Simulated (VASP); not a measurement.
Data:

```
CELL_PARAMETERS angstrom
      4.02941     0.00000     0.00000
     -2.01471     3.48957     0.00000
      0.00000     0.00000     6.41055
ATOMIC_POSITIONS crystal
  Mg 0.66667 0.33333 0.49612
  Mg 0.33333 0.66667 0.99612
  S  0.33333 0.66667 0.37887
  S  0.66667 0.33333 0.87887
```

Level of theory: PBEsol GGA, VASP's PBE PAW potentials (set 64) (plane waves; VASP). Numerical set-up: 400 eV cut-off, Gaussian smearing of 0.050 eV, potentials Mg S.

Question: Give the energies of bands 3 to 11 at the high-symmetry points, in eV from the valence-band maximum.

Answer: 
```json
[
 {"band": "3", "Γ": "-3.30", "M": "-3.08", "K": "-2.55", "A": "-1.97", "L": "-3.18", "H": "-2.86"},
 {"band": "4", "Γ": "-0.59", "M": "-2.49", "K": "-2.33", "A": "-1.97", "L": "-3.18", "H": "-2.86"},
 {"band": "5", "Γ": "-0.59", "M": "-1.93", "K": "-2.33", "A": "-0.38", "L": "-0.91", "H": "-2.05"},
 {"band": "6", "Γ": "-0.16", "M": "-1.27", "K": "-1.39", "A": "-0.38", "L": "-0.91", "H": "-2.05"},
 {"band": "7", "Γ": "-0.16", "M": "-0.97", "K": "-1.39", "A": "-0.38", "L": "-0.82", "H": "-0.53"},
 {"band": "8", "Γ": "0.00", "M": "-0.48", "K": "-1.39", "A": "-0.38", "L": "-0.82", "H": "-0.53"},
 {"band": "9", "Γ": "3.30", "M": "4.58", "K": "4.67", "A": "4.80", "L": "4.50", "H": "5.68"},
 {"band": "10", "Γ": "4.57", "M": "5.07", "K": "6.87", "A": "4.80", "L": "4.50", "H": "5.68"},
 {"band": "11", "Γ": "7.39", "M": "5.70", "K": "7.25", "A": "7.53", "L": "6.20", "H": "6.25"}
]
```

The gap is direct, 3.30 eV, from the valence maximum at Γ to the conduction minimum at Γ.

The structure comes from a computed database's MgS entry (P6_3mc); how it stands against other phases isn't given here. It was relaxed first.
